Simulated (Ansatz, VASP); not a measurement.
**BaAs in two plane-wave programs**

Wanted: the spread between two codes on one cell, functional and k mesh. The cell is invented: other elements were put on sites of a known structure type. It may not be a known or stable phase.

Calculated with Ansatz 0.2.0; plane waves, with VASP 6.6.1 beside it; relaxation of cell and atoms at PBE.

## Step 1: The starting structure

Symmetry: Pm-3m, No. 221, cubic system. The conventional cell has a = 4.025 Å, b = 4.025 Å, c = 4.025 Å, α = 90.00°, β = 90.00°, γ = 90.00°. Nearest to Ba lie 8 As at 3.49 Å. Nearest to As lie 8 Ba at 3.49 Å. Farther neighbours are not listed.

As a file:

```cif
data_structure
_symmetry_space_group_name_H-M 'P 1'
_symmetry_Int_Tables_number 1
_cell_length_a 4.0246
_cell_length_b 4.0246
_cell_length_c 4.0246
_cell_angle_alpha 90.000
_cell_angle_beta 90.000
_cell_angle_gamma 90.000
_cell_volume 65.19
loop_
_atom_site_label
_atom_site_type_symbol
_atom_site_fract_x
_atom_site_fract_y
_atom_site_fract_z
_atom_site_occupancy
Ba1 Ba 0.00000 0.00000 0.00000 1
As2 As 0.50000 0.50000 0.50000 1
```

## Step 2: Ansatz: relaxation of cell and atoms, PBE

Ansatz runs on its default PAW (the set named soft_2) files.

The relaxed volume is the usual yardstick between codes: its relative difference is about their pressure difference at one cell divided by the bulk modulus.

Contents of input.yaml:

```yaml
crystal:
  lattice:
    - [4.02458559, 0.0, 0.0]
    - [0.0, 4.02458559, 0.0]
    - [0.0, 0.0, 4.02458559]
  atoms:
    - { symbol: Ba, position: [0.0, 0.0, 0.0] }
    - { symbol: As, position: [0.5, 0.5, 0.5] }
hamiltonian:
  xc: pbe
  pseudopotentials: { kind: paw }
kpoints:
  mp_grid: { grid: [5, 5, 5] }
scf:
  occupations: { method: fermi_dirac, width: 0.05 }
relax:
  f_tol: 0.01
  max_steps: 60
  cell: { stress_tol: 0.05 }
output:
  forces: true
  stress: true
```

Launch:

```bash
> ansatz run input.yaml --threads 4 --pin off --max-ram 9216MiB --backend cpu --events-out ev --progress --plain --runs-dir out
```

Numbers of over 12 decimals in the logs are rounded to 6 here.

What it wrote:

```text
Engine: ansatz 0.2.0, x86_64-unknown-linux-gnu
Pseudopotentials: kind: paw
Pseudopotential: Ba, paw, valence charge 10, recommended cutoff 420 eV (normal), Ba.paw.azcp
Pseudopotential: As, paw, valence charge 15, recommended cutoff 420 eV (normal), As.paw.azcp
Functional definition: PBE
  parameter kappa = 0.804
  parameter beta = 0.066725
  exchange = pbe_x(kappa = kappa, mu = beta*pi^2/3)
  correlation = pbe_c(beta = beta)
Crystal: 2 atoms, lattice volume = 65.187 Å³
Basis set: ecut = 420 eV, 1309 PW (Γ), exchange–correlation on 54×54×54 points (8 copies of the dense FFT grid, shifted against one another)
Bands: 17, of which v1, the nominal top of the filled ones, is band 13 counted from 1 (12 counted from 0)
Symmetry: 48 space group operations
Space group: Pm-3m (ITA 221), of the structure as read, at distance tolerance 4.0e-5 Å
k-points: 10 of 125
Non-local potential: Ba, projectors of the file, l = 0: 3, l = 1: 2, l = 2: 2, l = 3: 2
Non-local potential: As, projectors of the file, l = 0: 2, l = 1: 2, l = 2: 3, l = 3: 1
PAW form: soft (Blöchl's): semilocal exchange-correlation on the pseudo side does not see the compensation charge
PAW one-centre angular grid: Ba, 194 points (default); XC on 64 Gauss nodes
PAW one-centre angular grid: As, 590 points (default); XC on 64 Gauss nodes
Initial density: superposition of atomic densities (neutral atoms: chi_scale 0, normalization atom), corrected by the library's trained network
Initial wavefunctions: pseudopotential atomic-orbital guess
Functional: x = pbe(κ = 0.804, μ = 0.219515), c = pbe(β = 0.066725)
SCF iter   1: F=—  HF=-10807.370287 eV  |F-HF|=—  |Δ(HF+E_count)|=         —  Δρ=9.94e-4  dr2=6.53e-4  ethr=1.77e-3  ⟨swp⟩=8.8  Hψ=1103  notcnv=0
preconditioner: auto → Resta (q_TF=auto, 2.326 Å⁻¹)  ε∞=3.1  [insulator: Δε(μ)=0.220 eV  Ē_g=11.326 eV  σ=0.050 eV  W_gap=0.80  n_scr=18 (ndim 8)  ℏωp=16.6 eV  f_vac=0.000  D(μ)=1.33/eV (n_scr^D=6)  ε∞_Penn≈3.1]
SCF iter   2: F=—  HF=-10807.370848 eV  |F-HF|=—  |Δ(HF+E_count)|=   5.62e-4  Δρ=6.40e-4  dr2=4.89e-4  ethr=2.61e-6  ⟨swp⟩=2.0  Hψ=376  notcnv=0
SCF iter   3: F=—  HF=-10807.371025 eV  |F-HF|=—  |Δ(HF+E_count)|=   1.77e-4  Δρ=2.66e-4  dr2=4.25e-5  ethr=1.96e-6  ⟨swp⟩=2.6  Hψ=300  notcnv=0
SCF iter   4: F=—  HF=-10807.371006 eV  |F-HF|=—  |Δ(HF+E_count)|=   1.94e-5  Δρ=1.53e-4  dr2=2.34e-5  ethr=1.70e-7  ⟨swp⟩=2.0  Hψ=292  notcnv=0
SCF iter   5: F=—  HF=-10807.371000 eV  |F-HF|=—  |Δ(HF+E_count)|=   6.11e-6  Δρ=4.93e-5  dr2=1.78e-6  ethr=9.34e-8  ⟨swp⟩=1.9  Hψ=194  notcnv=0
SCF iter   6: F=-10807.371000 eV  HF=-10807.371000 eV  |F-HF|=3.91e-9  |Δ(HF+E_count)|=   1.89e-7  Δρ=5.43e-6  dr2=2.13e-8  ethr=4.00e-10  ⟨swp⟩=3.3  Hψ=743  notcnv=0
SCF 1 converged in 6 iterations: F = -10807.371000 eV  dr2 = 2.13e-8
  greatest PAW one-centre occupation: 0.999 electrons in one spin orbital (limit 2), on the As atom at site 1 (counted from 0), in its partial waves of l = 2
relax step   1: F+E_penalty+E_count = -10807.37099978 eV  Δ(F+E_penalty+E_count) = +0.000e0 eV  max|allowed force component| = 7.560e-31 eV/Å  Δτ_max = 0.0000 Å  P = -0.079 GPa  Ω = 65.187 Å³  (6 SCF iters, dr2 threshold 1.00e-7 eV, accepted)
[...]
relax step   2: F+E_penalty+E_count = -10807.37104076 eV  Δ(F+E_penalty+E_count) = -4.098e-5 eV  max|allowed force component| = 1.315e-30 eV/Å  Δτ_max = 0.0000 Å  P = -0.008 GPa  Ω = 65.060 Å³  energy of the carried Pulay correction = +6.107e-6 eV  (4 SCF iters, dr2 threshold 1.55e-8 eV, accepted)
[...]
relax step   3: F+E_penalty+E_count = -10807.37103122 eV  Δ(F+E_penalty+E_count) = +9.545e-6 eV  max|allowed force component| = 3.944e-30 eV/Å  Δτ_max = 0.0000 Å  P = -0.008 GPa  Ω = 65.060 Å³  stress off target by 8.48e-3 GPa  SCF on the basis re-selected at this cell (its energy is not comparable with the rows above)  (5 SCF iters)
basis re-selected at this cell: Δ(F+E_penalty+E_count) = +9.545e-6 eV, ΔP = +0.000 GPa vs the last step (what re-selecting the basis moved, of the pressure what is left beyond the Pulay correction that the steps carried, after the strain that the cell walked since its last selection, with what the two solves' SCF thresholds leave and, on support functions, any second-order correction that the steps lacked; it is no m [...]
SCF converged after 5 iterations
Free energy (F): -10807.371031 eV
Harris-Foulkes:  -10807.371031 eV  (|F-HF|=3.64e-12)
Internal energy: -10807.358127 eV  (E = F + TS)
E sigma→0 (E₀):  -10807.364579 eV
Entropy (-TS):   -0.012904 eV (-6.452 meV/atom)
Fermi energy:    8.620706 eV
--- Per-component energies (eV) ---
  E_band       = -285.896535
  E_kinetic    = 271.269476
  E_local      = -2225.444341  (includes V_loc(G=0)·N_el)
  E_nonlocal   = -613.916702
  E_hartree    = 1150.301191
  E_xc         = -247.438683
  E_vxc        = -215.057932  (∫ρ·V_xc dr)
  E_paw        = -7060.739316  (= ΣΔE_a)
  E_vpaw       = 196.650596  (= ΣTr[D̂ρ^β])
  E_aug_tail   = 0.000005  (compensation charges beyond the density's cutoff)
  E_ewald      = -2081.389757
  E_smearing   = -0.012904  (= −TS)
  E_closure    = -0.000000  (closes the sum)
  Σ components = -10807.371031   (vs F -10807.371031, Δ=0.00e0)
--- Forces (eV/Å), atoms counted from 1 ---
  atom   1  Ba     0.00000000    -0.00000000    -0.00000000
  atom   2  As    -0.00000000    -0.00000000     0.00000000
  max |Σ_I F_I| component: 8.94e-30 eV/Å
--- Stress (GPa, compression-positive) ---
       -0.008476      -0.000000      -0.000000
       -0.000000      -0.008476      -0.000000
       -0.000000      -0.000000      -0.008476
  P = ⅓ Tr σ = -0.0085 GPa (-0.085 kbar)
--- Relaxed structure (2 steps of the walk, 2 accepted, 1 SCFs on fresh bases) ---
  F+E_penalty+E_count = -10807.37103122 eV   max|allowed force component| = 3.944e-30 eV/Å   (the final SCF, on the basis selected at the relaxed cell)
  cell:  # Å, volume = 65.0595 Å³
    - [4.021953, 0, 0.0]
    - [0, 4.021953, 0]
    - [0.0, 0, 4.021953]
  atoms:
    - { symbol: Ba, position: [0, 0, 0] }
    - { symbol: As, position: [0.500000, 0.500000, 0.500000] }
```

Elapsed: 2.5 s, on 4 threads of AMD EPYC 7R43, shared host; peak memory 0.39 GiB.

## Step 3: VASP: relaxation of cell and atoms, PBE

The same cell, functional, mesh and smearing now go to VASP, with its own data sets and cutoff.

Lines of VASP's logs that name or quote its potential files are left out, and so is its time.

Contents of INCAR:

```
SYSTEM = BaAs
PREC = Accurate
ENCUT = 400
EDIFF = 1E-06
NELM = 100
ISMEAR = -1
SIGMA = 0.05
LREAL = .FALSE.
ALGO = Normal
GGA = PE
LORBIT = 11
LWAVE = .FALSE.
LCHARG = .FALSE.
IBRION = 2
NSW = 60
ISIF = 3
EDIFFG = -0.01
```

Contents of POSCAR:

```
BaAs
1.0
    4.0245855900      0.0000000000      0.0000000000
    0.0000000000      4.0245855900      0.0000000000
    0.0000000000      0.0000000000      4.0245855900
Ba As
1 1
Direct
    0.0000000000      0.0000000000      0.0000000000
    0.5000000000      0.5000000000      0.5000000000
```

Contents of KPOINTS:

```
Automatic mesh
0
Gamma
5 5 5
0 0 0
```

PAW data sets: Ba_sv and As (PBE family, release 64).

Launch:

```bash
> mpirun -np 1 vasp_std
```

What it wrote:

```text
[banner, memory and clock lines left out]
running    1 mpi-ranks, on    1 nodes
 distrk:  each k-point on    1 cores,    1 groups
 distr:  one band on    1 cores,    1 groups

 POSCAR found type information on POSCAR BaAs
 POSCAR found :  2 types and       2 ions
 LDA part: xc-table for (Slater+PW92), standard interpolation
 POSCAR, INCAR and KPOINTS ok, starting setup
 FFT: planning ... GRIDC
 FFT: planning ... GRID_SOFT
 FFT: planning ... GRID
 WAVECAR not read
 entering main loop
       N       E                     dE             d eps       ncg     rms          rms(c)
DAV:   1     0.675226092845E+02    0.67523E+02   -0.53186E+03   220   0.904E+02
DAV:   2    -0.417912192717E+01   -0.71702E+02   -0.68177E+02   264   0.172E+02
DAV:   3    -0.817183907726E+01   -0.39927E+01   -0.39545E+01   271   0.442E+01
DAV:   4    -0.826874132970E+01   -0.96902E-01   -0.96731E-01   277   0.719E+00
DAV:   5    -0.827214445746E+01   -0.34031E-02   -0.34028E-02   330   0.111E+00    0.338E+00
DAV:   6    -0.820854882700E+01    0.63596E-01   -0.12660E-01   271   0.204E+00    0.205E+00
DAV:   7    -0.820184773147E+01    0.67011E-02   -0.84964E-02   301   0.200E+00    0.398E-01
DAV:   8    -0.820303262765E+01   -0.11849E-02   -0.69860E-03   244   0.604E-01    0.766E-02
DAV:   9    -0.820329965823E+01   -0.26703E-03   -0.43982E-04   268   0.188E-01    0.344E-02
DAV:  10    -0.820333777214E+01   -0.38114E-04   -0.39298E-05   253   0.553E-02    0.164E-02
DAV:  11    -0.820333725111E+01    0.52103E-06   -0.99576E-06   311   0.185E-02
   1 F= -.82033373E+01 E0= -.81971354E+01  d E =-.820334E+01
 curvature:   0.00 expect dE= 0.000E+00 dE for cont linesearch  0.000E+00
 trial: gam= 0.00000 g(F)=  0.000E+00 g(S)=  0.307E-02 ort = 0.000E+00 (trialstep = 0.100E+01)
 search vector abs. value=  0.307E-02
 bond charge predicted
       N       E                     dE             d eps       ncg     rms          rms(c)
DAV:   1    -0.821842916130E+01   -0.15091E-01   -0.40099E-01   229   0.514E+00    0.556E-01
DAV:   2    -0.820806429374E+01    0.10365E-01   -0.17796E-02   250   0.126E+00    0.260E-01
DAV:   3    -0.820460490279E+01    0.34594E-02   -0.14693E-02   321   0.890E-01    0.747E-02
DAV:   4    -0.820466661268E+01   -0.61710E-04   -0.11339E-04   250   0.116E-01    0.488E-02
DAV:   5    -0.820473799213E+01   -0.71379E-04   -0.51302E-05   318   0.545E-02    0.101E-02
DAV:   6    -0.820473764766E+01    0.34447E-06   -0.25272E-06   283   0.121E-02
   2 F= -.82047376E+01 E0= -.81986927E+01  d E =-.140040E-02
 trial-energy change:   -0.001400  1 .order   -0.001398   -0.003071    0.000274
 step:   0.9180(harm=  0.9180)  dis= 0.00000  next Energy=    -8.204747 (dE=-0.141E-02)
 reached required accuracy - stopping structural energy minimisation
```

Parts of OUTCAR (step 3):

```text
ion  position               nearest neighbor table
   1  0.000  0.000  0.000-   2 3.49   2 3.49   2 3.49   2 3.49   2 3.49   2 3.49   2 3.49   2 3.49

  LATTYP: Found a simple cubic cell.
 ALAT       =     4.0245855900

 Subroutine GETGRP returns: Found 48 space group operations
 (whereof 48 operations were pure point group operations)

The static configuration has the point symmetry O_h .

 Found     10 irreducible k-points:

   k-points           NKPTS =     10   k-points in BZ     NKDIM =     10   number of bands    NBANDS=     11

   dimension x,y,z NGX =    28 NGY =   28 NGZ =   28
   dimension x,y,z NGXF=    56 NGYF=   56 NGZF=   56

   ENCUT  =  400.0 eV  29.40 Ry    5.42 a.u.   6.56  6.56  6.56*2*pi/ulx,y,z

   NELECT =      15.0000    total number of electrons

 k-points in reciprocal lattice and weights: Automatic mesh
   0.00000000  0.00000000  0.00000000       0.008
   0.20000000  0.00000000  0.00000000       0.048
   0.40000000  0.00000000  0.00000000       0.048
   0.20000000  0.20000000  0.00000000       0.096
   0.40000000  0.20000000  0.00000000       0.192
   0.40000000  0.40000000  0.00000000       0.096
   0.20000000  0.20000000  0.20000000       0.064
   0.40000000  0.20000000  0.20000000       0.192
   0.40000000  0.40000000  0.20000000       0.192
   0.40000000  0.40000000  0.40000000       0.064

 average (electrostatic) potential at core
       1 -37.0025       2 -50.9272

 E-fermi :   2.7523

 k-point     1 :       0.0000    0.0000    0.0000
  band No.  band energies     occupation
      1     -24.9064      2.00000
      2      -9.8680      2.00000
      3      -9.8680      2.00000
      4      -9.8680      2.00000
      5      -7.1228      2.00000
      6       3.2963      0.00004
      7       3.2963      0.00004
      8       3.2963      0.00004
      9       3.6951      0.00000
     10       3.6951      0.00000
    ...

 k-point     2 :       0.2000    0.0000    0.0000
  band No.  band energies     occupation
    ...
      2     -10.2031      2.00000
      3      -9.8411      2.00000
      4      -9.8411      2.00000
      5      -6.7716      2.00000
      6       1.5485      2.00000
      7       3.0334      0.00720
      8       3.0334      0.00720
      9       3.9417      0.00000
     10       5.0772      0.00000
     11       7.3452      0.00000

 k-point     3 :       0.4000    0.0000    0.0000
  band No.  band energies     occupation
    ...
      4      -9.7968      2.00000
      5      -6.2399      2.00000
      6       0.0777      2.00000
      7       2.6336      1.82953
      8       2.6336      1.82953
      9       4.4755      0.00000
     10       7.5527      0.00000
     11       8.6063      0.00000

  Total       -0.0183898     -0.0183898     -0.0183898      0.0000000      0.0000000     -0.0000000
  in kB       -0.4453141     -0.4453141     -0.4453141      0.0000000      0.0000000     -0.0000000
  external PRESSURE =      -0.4453141 kB  Pullay stress =       0.0000000 kB

  energy-cutoff  :      400.00
  volume of cell :       66.16
      direct lattice vectors                 reciprocal lattice vectors
     4.044582971 -0.000000000 -0.000000000     0.247244279 -0.000000000 -0.000000000
     0.000000000  4.044582971 -0.000000000     0.000000000  0.247244279 -0.000000000
     0.000000000  0.000000000  4.044582971     0.000000000  0.000000000  0.247244279

 POSITION                                       TOTAL-FORCE (eV/Angst)
 -----------------------------------------------------------------------------------
      0.00000      0.00000      0.00000        -0.000000      0.000000      0.000000
      2.02229      2.02229      2.02229         0.000000      0.000000      0.000000
 -----------------------------------------------------------------------------------
    total drift:                                0.000000      0.000000      0.000000

  FREE ENERGIE OF THE ION-ELECTRON SYSTEM (eV)
  ---------------------------------------------------
  free  energy   TOTEN  =        -8.2047376477 eV

  energy  without entropy=       -8.1926477524  energy(sigma->0) =       -8.19869270

 reached required accuracy - stopping structural energy minimisation

 total charge
# of ion       s       p       d       tot
------------------------------------------
    1        2.020   5.597   0.300   7.917
    2        1.251   1.441   0.006   2.698
--------------------------------------------------
tot          3.272   7.038   0.305  10.615

[... 3 further parts left out ...]
```

CONTCAR:

```
BaAs
   1.00000000000000
     4.0445829706325682   -0.0000000000000000   -0.0000000000000000
     0.0000000000000000    4.0445829706325682   -0.0000000000000000
     0.0000000000000000    0.0000000000000000    4.0445829706325682
  Ba              As
     1     1
Direct
     0.0000000000000000    0.0000000000000000    0.0000000000000000
     0.5000000000000000    0.5000000000000000    0.5000000000000000
```

## Step 4: Differences

Known differences besides the potentials themselves: both relaxations stop at a tolerance, which leaves soft axes loose, and VASP keeps its plane-wave basis; the data sets hold 25 valence electrons in Ansatz (default PAW (the set named soft_2) files) and 15 in VASP; the cutoff is 420 eV in Ansatz and 400 eV in VASP; VASP leaves aspherical gradient terms in its spheres out (LASPH is not set), Ansatz keeps them; Ansatz adds a Pulay correction to the stress that steers its cell, VASP none. Total energies have different zeros and are not compared.

The two programs side by side:

```tsv
quantity	Ansatz	VASP	difference
volume (Å³)	65.06	66.16	-1.67 %
edge a after relaxation, in the typed setting (Å)	4.022	4.045	-0.56 %
```

The walks stopped with -0.01 GPa left in Ansatz and -0.04 GPa in VASP; each walk ends within a tolerance, so the volume difference is uncertain by about these residues over the bulk modulus, most in soft cells.

A further Ansatz single point at VASP's end cell gives -0.59 GPa where VASP has -0.04 GPa.

## Step 5: Outcome

```
difference in volume (relaxation of cell and atoms, PBE) : -1.7 %
```

In words: The difference in volume is -1.7 % (relaxation of cell and atoms, PBE), beyond the 1.2 % picked in this series as the mark of a large difference, as far as the stopping tolerances let one tell. A pressure difference of -0.55 GPa at VASP's end cell goes with -1.7 % of volume, which implies a bulk modulus near 35 GPa: the cell is soft, so a small pressure moves it far. How closely two codes agree says nothing of how well the functional describes the real material.

[Lines on the potential files, build, host, timing and source positions are cut from VASP's logs without a mark.]

[Logs are printed without paths, hosts, clocks, repeated set-up lines and the standing remarks that a program may print on its own settings, such as how far it seeks lower states.]

[Hosts, paths, dates, database ids (printed as entryN), source tags and the programs' standing remarks are cut or masked in the printed files.]
